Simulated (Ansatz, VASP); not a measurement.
## Cross-check of Ge (Germanium) between VASP and Ansatz

Aim: how closely do two programs agree when they are given the same cell, functional and k mesh? The cell is taken from a series of VASP runs on this material, whose earlier steps may have relaxed, scaled or displaced it; both programs get it as it stands.

Program: Ansatz 0.2.0. Level of theory: plane waves, with VASP 6.6.1 beside it; relaxation of cell and atoms at LDA and relaxation of cell and atoms at r2SCAN with rVV10. Results are calculated unless marked as measured.

## Step 1: The starting structure

It takes space group Fd-3m (No. 227, cubic). Conventional cell: a = 5.620 Å, b = 5.620 Å, c = 5.620 Å, α = 90.00°, β = 90.00°, γ = 90.00°. Nearest to Ge lie 4 Ge at 2.43 Å.

## Step 2: Ansatz: relaxation of cell and atoms, LDA

Ansatz runs on its default PAW (the set named soft_2) files.

The relaxed volume is the usual yardstick between codes: its relative difference is about their pressure difference at one cell divided by the bulk modulus.

Input file input.yaml:

```yaml
crystal:
  lattice:
    - [0.0, 2.8102493298, 2.8102493298]
    - [2.8102493298, 0.0, 2.8102493298]
    - [2.8102493298, 2.8102493298, 0.0]
  atoms:
    - { symbol: Ge, position: [0.75, 0.75, 0.75] }
    - { symbol: Ge, position: [0.5, 0.5, 0.5] }
hamiltonian:
  xc: lda
  pseudopotentials: { kind: paw }
kpoints:
  mp_grid: { grid: [14, 14, 14] }
scf:
  occupations: { method: methfessel_paxton, width: 0.15 }
relax:
  f_tol: 0.01
  max_steps: 60
  cell: { stress_tol: 0.05 }
output:
  forces: true
  stress: true
```

Started as:

```console
> ansatz run input.yaml --threads 4 --pin off --max-ram 9216MiB --backend cpu --events-out ev --progress --plain --runs-dir out
```

Numbers of over 12 decimals in the logs are rounded to 6 here.

Log:

```text
Engine: ansatz 0.2.0, x86_64-unknown-linux-gnu
Pseudopotentials: kind: paw
Pseudopotential: Ge, paw, valence charge 14, recommended cutoff 420 eV (normal), Ge.paw.azcp
Functional definition: SPW92
  exchange = slater_x
  correlation = pw_c
Crystal: 2 atoms, lattice volume = 44.388 Å³
Basis set: ecut = 420 eV, 893 PW (Γ)
Bands: 18, of which v1, the nominal top of the filled ones, is band 14 counted from 1 (13 counted from 0)
Symmetry: 48 space group operations
Space group: Fd-3m (ITA 227), of the structure as read, at distance tolerance 3.5e-5 Å
k-points: 104 of 2744
Non-local potential: Ge, projectors of the file, l = 0: 2, l = 1: 2, l = 2: 3, l = 3: 1
PAW form: soft (Blöchl's): semilocal exchange-correlation on the pseudo side does not see the compensation charge
PAW frozen core: Ge, regenerated for the run's functional, and the local potential with it (the file was generated under x = pbe(κ = 0.804, μ = 0.219515), c = pbe(β = 0.066725))
PAW one-centre angular grid: Ge, 590 points (default); XC on 64 Gauss nodes
Initial density: superposition of atomic densities (neutral atoms: chi_scale 0, normalization atom), corrected by the library's trained network
Initial wavefunctions: pseudopotential atomic-orbital guess
Functional: x = slater, c = lda
SCF iter   1: F=—  HF=-8431.442090 eV  |F-HF|=—  |Δ(HF+E_count)|=         —  Δρ=4.92e-3  dr2=4.24e-3  ethr=1.77e-3  ⟨swp⟩=5.2  Hψ=8563  notcnv=0
preconditioner: auto → none  [insulator: Δε(μ)=0.105 eV  Ē_g=23.549 eV  σ=0.150 eV  W_gap=0.50  n_scr=14 (ndim 8)  ℏωp=29.5 eV  f_vac=0.068  D(μ)=0.05/eV (n_scr^D=0)  ε∞_Penn≈2.6]
SCF iter   2: F=—  HF=-8431.440116 eV  |F-HF|=—  |Δ(HF+E_count)|=   1.97e-3  S|Δr|=    0.00e0  Δρ=2.56e-3  dr2=1.02e-3  ethr=1.51e-5  ⟨swp⟩=1.3  Hψ=2739  notcnv=0
SCF iter   3: F=—  HF=-8431.440065 eV  |F-HF|=—  |Δ(HF+E_count)|=   5.18e-5  S|Δr|=    0.00e0  Δρ=5.96e-4  dr2=7.67e-5  ethr=3.65e-6  ⟨swp⟩=2.0  Hψ=2912  notcnv=0
SCF iter   4: F=—  HF=-8431.439958 eV  |F-HF|=—  |Δ(HF+E_count)|=   1.06e-4  S|Δr|=    0.00e0  Δρ=1.76e-4  dr2=7.53e-6  ethr=2.74e-7  ⟨swp⟩=2.0  Hψ=3179  notcnv=0
SCF iter   5: F=—  HF=-8431.439947 eV  |F-HF|=—  |Δ(HF+E_count)|=   1.12e-5  S|Δr|=    0.00e0  Δρ=3.50e-5  dr2=2.14e-7  ethr=2.69e-8  ⟨swp⟩=2.0  Hψ=3329  notcnv=0
SCF iter   6: F=-8431.439947 eV  HF=-8431.439947 eV  |F-HF|=3.91e-8  |Δ(HF+E_count)|=   2.04e-7  S|Δr|=    0.00e0  Δρ=9.36e-6  dr2=1.65e-8  ethr=3.57e-10  ⟨swp⟩=4.0  Hψ=5559  notcnv=0
SCF 1 converged in 6 iterations: F = -8431.439947 eV  dr2 = 1.65e-8
  greatest PAW one-centre occupation: 0.998 electrons in one spin orbital (limit 2), on the Ge atom at site 1 (counted from 0), in its partial waves of l = 2
relax step   1: F+E_penalty+E_count = -8431.43994681 eV  Δ(F+E_penalty+E_count) = +0.000e0 eV  max|allowed force component| = 1.850e-17 eV/Å  Δτ_max = 0.0000 Å  P = +0.053 GPa  Ω = 44.388 Å³  (6 SCF iters, dr2 threshold 1.00e-7 eV, accepted)
[...]
relax step   2: F+E_penalty+E_count = -8431.43994765 eV  Δ(F+E_penalty+E_count) = -8.435e-7 eV  max|allowed force component| = 4.626e-17 eV/Å  Δτ_max = 0.0000 Å  P = +0.011 GPa  Ω = 44.414 Å³  energy of the carried Pulay correction = -4.326e-6 eV  (4 SCF iters, dr2 threshold 6.91e-9 eV, accepted)
[...]
relax step   3: F+E_penalty+E_count = -8431.43995266 eV  Δ(F+E_penalty+E_count) = -5.008e-6 eV  max|allowed force component| = 6.476e-17 eV/Å  Δτ_max = 0.0000 Å  P = +0.011 GPa  Ω = 44.414 Å³  stress off target by 1.11e-2 GPa  SCF on the basis re-selected at this cell (its energy is not comparable with the rows above)  (6 SCF iters)
basis re-selected at this cell: Δ(F+E_penalty+E_count) = -5.008e-6 eV, ΔP = -0.000 GPa vs the last step (what re-selecting the basis moved, of the pressure what is left beyond the Pulay correction that the steps carried, after the strain that the cell walked since its last selection, with what the two solves' SCF thresholds leave and, on support functions, any second-order correction that the steps lacked; it is no m [...]
SCF converged after 6 iterations
Stability not checked: this state was not tested for a lower state beside it, because cold or Methfessel-Paxton smearing, or corrected tetrahedra, fill the levels in a way that the test cannot read (fill_not_monotonic; see scf.lower_state_search)
Free energy (F): -8431.439953 eV
Harris-Foulkes:  -8431.439953 eV  (|F-HF|=3.64e-12)
Internal energy: -8431.440095 eV  (E = F + TS)
E sigma→0 (E₀):  -8431.439988 eV
Entropy (-TS):   0.000142 eV (0.071 meV/atom)
Fermi energy:    8.530685 eV
Step filling:    the computed levels leave a gap of 0.0000 eV = 0.0 smearing widths at the electron count; against every level under it full and every level over it empty, smearing changes F+E_penalty+E_count by +0.077 meV and its σ→0 estimate by +0.041 meV
--- Per-component energies (eV) ---
  E_band       = -303.654707
  E_kinetic    = 224.581894
  E_local      = -4923.843248  (includes V_loc(G=0)·N_el)
  E_nonlocal   = 843.444047
  E_hartree    = 2158.645502
  E_xc         = -150.872293
  E_vxc        = -130.857326  (∫ρ·V_xc dr)
  E_paw        = -3882.760782  (= ΣΔE_a)
  E_vpaw       = -634.271758  (= ΣTr[D̂ρ^β])
  E_aug_tail   = 0.000602  (compensation charges beyond the density's cutoff)
  E_ewald      = -2704.452470
  E_core_change = 3.816652  (= ΣΔE_core)
  E_smearing   = 0.000142  (= −TS)
  E_closure    = -0.000000  (closes the sum)
  Σ components = -8431.439953   (vs F -8431.439953, Δ=0.00e0)
--- Forces (eV/Å), atoms counted from 1 ---
  atom   1  Ge    -0.00000000     0.00000000     0.00000000
  atom   2  Ge     0.00000000    -0.00000000    -0.00000000
  max |Σ_I F_I| component: 1.39e-17 eV/Å
--- Stress (GPa, compression-positive) ---
        0.011060       0.000000      -0.000000
        0.000000       0.011060      -0.000000
       -0.000000       0.000000       0.011060
  P = ⅓ Tr σ = 0.0111 GPa (0.111 kbar)
--- Relaxed structure (2 steps of the walk, 2 accepted, 1 SCFs on fresh bases) ---
  F+E_penalty+E_count = -8431.43995266 eV   max|allowed force component| = 6.476e-17 eV/Å   (the final SCF, on the basis selected at the relaxed cell)
  cell:  # Å, volume = 44.4138 Å³
    - [0, 2.810795, 2.810795]
    - [2.810795, 0, 2.810795]
    - [2.810795, 2.810795, 0]
  atoms:
    - { symbol: Ge, position: [0.750000, 0.750000, 0.750000] }
    - { symbol: Ge, position: [0.500000, 0.500000, 0.500000] }
```

The job ended after 3.1 s (4 threads of Intel Xeon Platinum 8488C (Sapphire Rapids), shared host; peak memory 0.44 GiB).

## Step 3: VASP: relaxation of cell and atoms, LDA

The same cell, functional (in two slightly different forms), mesh and smearing now go to VASP, with its own data sets and cutoff.

Lines of VASP's logs that name or quote its potential files are left out, and so is its time.

Input file INCAR:

```
SYSTEM = Ge
PREC = Accurate
ENCUT = 450
EDIFF = 1E-06
NELM = 100
ISMEAR = 1
SIGMA = 0.15
LREAL = .FALSE.
ALGO = Normal
GGA = CA
NBANDS = 20
LORBIT = 11
LWAVE = .FALSE.
LCHARG = .FALSE.
KPAR = 2
IBRION = 2
NSW = 50
ISIF = 3
EDIFFG = -0.004
```

Input file POSCAR:

```
Ge
1.0
    0.0000000000      2.8102493298      2.8102493298
    2.8102493298      0.0000000000      2.8102493298
    2.8102493298      2.8102493298      0.0000000000
Ge
2
Direct
    0.7500000000      0.7500000000      0.7500000000
    0.5000000000      0.5000000000      0.5000000000
```

Input file KPOINTS:

```
Automatic mesh
0
Gamma
14 14 14
0 0 0
```

The projector-augmented-wave data sets are Ge_d (LDA family, release 64).

Started as:

```console
> mpirun -np 2 vasp_std
```

Log:

```text
[banner, memory and clock lines left out]
running    2 mpi-ranks, on    1 nodes
 distrk:  each k-point on    1 cores,    2 groups
 distr:  one band on    1 cores,    1 groups

 POSCAR found type information on POSCAR Ge
 POSCAR found :  1 types and       2 ions
 LDA part: xc-table for (Slater(with rela. corr.)+CA(PZ))
 , standard interpolation
 POSCAR, INCAR and KPOINTS ok, starting setup
 FFT: planning ... GRIDC
 FFT: planning ... GRID_SOFT
 FFT: planning ... GRID
 WAVECAR not read
 entering main loop
       N       E                     dE             d eps       ncg     rms          rms(c)
DAV:   1     0.176726997345E+03    0.17673E+03   -0.13985E+04  4464   0.352E+03
DAV:   2     0.138790118399E+02   -0.16285E+03   -0.15871E+03  4172   0.557E+02
DAV:   3    -0.981994581971E+01   -0.23699E+02   -0.23552E+02  4728   0.140E+02
DAV:   4    -0.105616349427E+02   -0.74169E+00   -0.74131E+00  4604   0.292E+01
DAV:   5    -0.105735335018E+02   -0.11899E-01   -0.11898E-01  4712   0.401E+00    0.337E+00
DAV:   6    -0.104514107710E+02    0.12212E+00   -0.39286E-02  4576   0.169E+00    0.193E+00
DAV:   7    -0.103902832429E+02    0.61128E-01   -0.79362E-02  4404   0.210E+00    0.140E-01
DAV:   8    -0.103909729250E+02   -0.68968E-03   -0.56291E-03  4680   0.848E-01    0.471E-02
DAV:   9    -0.103910128521E+02   -0.39927E-04   -0.86581E-05  4768   0.951E-02    0.132E-02
DAV:  10    -0.103910093906E+02    0.34615E-05   -0.92305E-06  5616   0.447E-02    0.426E-03
DAV:  11    -0.103910093098E+02    0.80737E-07   -0.90359E-07  3176   0.824E-03
   1 F= -.10391009E+02 E0= -.10391070E+02  d E =-.103910E+02
 curvature:   0.00 expect dE= 0.000E+00 dE for cont linesearch  0.000E+00
 trial: gam= 0.00000 g(F)=  0.340E-46 g(S)=  0.205E-05 ort = 0.000E+00 (trialstep = 0.100E+01)
 search vector abs. value=  0.205E-05
 reached required accuracy - stopping structural energy minimisation
```

Parts of OUTCAR (step 3):

```text
ion  position               nearest neighbor table
   1  0.750  0.750  0.750-   2 2.43   2 2.43   2 2.43   2 2.43
   2  0.500  0.500  0.500-   1 2.43   1 2.43   1 2.43   1 2.43

  LATTYP: Found a face centered cubic cell.
 ALAT       =     5.6204986596

 Subroutine GETGRP returns: Found 48 space group operations
 (whereof 24 operations were pure point group operations)

The static configuration has the point symmetry T_d .
 The point group associated with its full space group is O_h .

 Found    104 irreducible k-points:

   k-points           NKPTS =    104   k-points in BZ     NKDIM =    104   number of bands    NBANDS=     20

   dimension x,y,z NGX =    28 NGY =   28 NGZ =   28
   dimension x,y,z NGXF=    56 NGYF=   56 NGZF=   56

   ENCUT  =  450.0 eV  33.07 Ry    5.75 a.u.   6.87  6.87  6.87*2*pi/ulx,y,z

   NELECT =      28.0000    total number of electrons

 k-points in reciprocal lattice and weights: Automatic mesh
   0.00000000  0.00000000  0.00000000       0.000
   0.07142857  0.00000000  0.00000000       0.003
   0.14285714  0.00000000  0.00000000       0.003
   0.21428571  0.00000000  0.00000000       0.003
   0.28571429  0.00000000  0.00000000       0.003
   0.35714286  0.00000000  0.00000000       0.003
   0.42857143  0.00000000  0.00000000       0.003
   0.50000000  0.00000000  0.00000000       0.001
   0.07142857  0.07142857  0.00000000       0.002
[...]
-0.28571429  0.42857143  0.21428571       0.009
  -0.28571429  0.50000000  0.21428571       0.004

 average (electrostatic) potential at core
       1 -75.2336       2 -75.2336

 E-fermi :   4.9428

 k-point     1 :       0.0000    0.0000    0.0000
  band No.  band energies     occupation
    ...
     11      -8.0377      2.00000
     12       4.9180      1.27662
     13       4.9180      1.27662
     14       4.9180      1.27662
     15       4.9559      0.85310
     16       7.4540     -0.00000
     17       7.4540     -0.00000
     18       7.4540     -0.00000
     19      11.1758      0.00000
     20      14.5229      0.00000

 k-point     2 :       0.0714    0.0000    0.0000
  band No.  band energies     occupation
    ...
     10     -19.7713      2.00000
     11      -7.9742      2.00000
     12       3.6011      2.00000
     13       4.7879      2.05649
     14       4.7879      2.05649
     15       5.8201     -0.00000
     16       7.6264     -0.00000
     17       7.6264     -0.00000
     18       7.7358     -0.00000
     19      11.5324      0.00000
    ...

 k-point     3 :       0.1429    0.0000    0.0000
  band No.  band energies     occupation
    ...
     10     -19.7640      2.00000
     11      -7.7852      2.00000
     12       2.1760      2.00000
     13       4.4921      2.00018
     14       4.4921      2.00018
     15       5.9128     -0.00000
     16       8.0188      0.00000
     17       8.0188      0.00000
     18       8.6798      0.00000
     19      12.3646      0.00000
    ...

  Total       -0.0053231     -0.0053231     -0.0053231     -0.0000000      0.0000000      0.0000000
  in kB       -0.1921366     -0.1921366     -0.1921366     -0.0000000      0.0000000      0.0000000
  external PRESSURE =      -0.1921366 kB  Pullay stress =       0.0000000 kB

  energy-cutoff  :      450.00
  volume of cell :       44.39
      direct lattice vectors                 reciprocal lattice vectors
     0.000000000  2.810249330  2.810249330    -0.177920156  0.177920156  0.177920156
     2.810249330  0.000000000  2.810249330     0.177920156 -0.177920156  0.177920156
     2.810249330  2.810249330  0.000000000     0.177920156  0.177920156 -0.177920156

 POSITION                                       TOTAL-FORCE (eV/Angst)
 -----------------------------------------------------------------------------------
      4.21537      4.21537      4.21537        -0.000000      0.000000     -0.000000
      2.81025      2.81025      2.81025         0.000000     -0.000000      0.000000
 -----------------------------------------------------------------------------------
    total drift:                                0.000000      0.000000      0.000000

  FREE ENERGIE OF THE ION-ELECTRON SYSTEM (eV)
  ---------------------------------------------------
  free  energy   TOTEN  =       -10.3910093098 eV

  energy  without entropy=      -10.3911903661  energy(sigma->0) =      -10.39106966

 reached required accuracy - stopping structural energy minimisation

 total charge
# of ion       s       p       d       tot
------------------------------------------
    1        1.139   1.284  10.026  12.450
    2        1.139   1.284  10.026  12.450
--------------------------------------------------
tot          2.278   2.569  20.052  24.899

[... 3 further parts left out ...]
```

The gap is under twice the smearing width, so the edge states are partly filled and the run can't tell a small gap from a semimetal. Methfessel-Paxton smearing is not meant for a cell with a gap.

## Step 4: Comparison

Known differences besides the potentials themselves: the two LDA forms differ slightly; both relaxations stop at a tolerance, which leaves soft axes loose, and VASP keeps its plane-wave basis; the cutoff is 420 eV in Ansatz and 450 eV in VASP; VASP's log shows a relativistic correction to its local exchange, Ansatz's none; Ansatz adds a Pulay correction to the stress that steers its cell, VASP none. Total energies have different zeros and are not compared.

Both answers:

```csv
quantity,Ansatz,VASP,difference
volume (Å³),44.41,44.39,+0.06 %
"edge a after relaxation, in the typed setting (Å)",3.975,3.974,+0.02 %
```

The walks stopped with 0.01 GPa left in Ansatz and -0.02 GPa in VASP; each walk ends within a tolerance, so the volume difference is uncertain by about these residues over the bulk modulus, most in soft cells.

(Part 1 of 2 ends here.)

[Lines on the potential files, build, host, timing and source positions are cut from VASP's logs without a mark.]

[Logs are printed without paths, hosts, clocks, repeated set-up lines and the standing remarks that a program may print on its own settings, such as how far it seeks lower states.]

[Hosts, paths, dates, database ids (printed as entryN), source tags and the programs' standing remarks are cut or masked in the printed files.]
